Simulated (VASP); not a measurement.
The system is HfMg6Cu.

```xyz
8
Lattice="4.8930 0.0000 0.0000 0.0000 3.0405 5.5894 0.0000 -3.0405 5.5894" Properties=species:S:1:pos:R:3 pbc="T T T"
Hf    2.4465    0.0000    7.6800
Cu    0.0000    0.0000    9.0794
Mg    2.4465    0.0000    1.8641
Mg    2.4465   -1.5458    4.7503
Mg    2.4465    1.5458    4.7503
Mg    0.0000    0.0000    3.6295
Mg    0.0000   -1.4860    6.4808
Mg    0.0000    1.4860    6.4808
```

The cell comes from a database or a generator and needn't be the stable form of this composition.

| Property | Result |
| --- | --- |
| Program | VASP 6.6.1 |
| Task | single point |
| Functional | PBE |
| Potentials or basis | VASP PAW PBE potentials, release 64 (Hf_pv, Cu, Mg) |
| Cutoff | 520 eV |
| k mesh | 6 × 5 × 5 |
| Occupations | fermi-dirac, width 0.05 eV |
| Spin | no spin polarisation |

On this cell: pressure 0.0 GPa; largest force 0.048 eV/Å; band gap on the k mesh none (metal or under the smearing width).

The same run follows on a disturbed copy (atoms moved at random, drawn with an rms of 0.05 Å):

```
CELL_PARAMETERS angstrom
4.89297 0.00000 0.00000
0.00000 3.04050 5.58939
0.00000 -3.04050 5.58939
ATOMIC_POSITIONS crystal
Hf 0.51178 0.68197 0.68589
Cu 0.99918 0.81674 0.81379
Mg 0.50474 0.16755 0.16533
Mg 0.49787 0.16554 0.67602
Mg 0.49697 0.68167 0.17051
Mg 0.99962 0.32641 0.32277
Mg 0.99329 0.33472 0.82061
Mg 0.00495 0.82723 0.32810
```

Problem. What does the disturbed cell give?

Solution. The energy (extrapolated to zero smearing) moves by +3.1 meV/atom; pressure -0.2 GPa; largest force 0.394 eV/Å; band gap on the k mesh none (metal or under the smearing width).

Forces on the atoms (eV/Å):
```
Hf  -0.350  0.099  0.150
Cu   0.086 -0.002 -0.062
Mg  -0.099 -0.042 -0.033
Mg  -0.006  0.030  0.112
Mg   0.116 -0.037 -0.095
Mg  -0.006  0.036 -0.060
Mg   0.274 -0.006 -0.053
Mg  -0.017 -0.079  0.040
```

Stress tensor (GPa, compression positive):
```
-0.27 -0.06 -0.28
-0.06  0.11  0.32
-0.28  0.32 -0.31
```
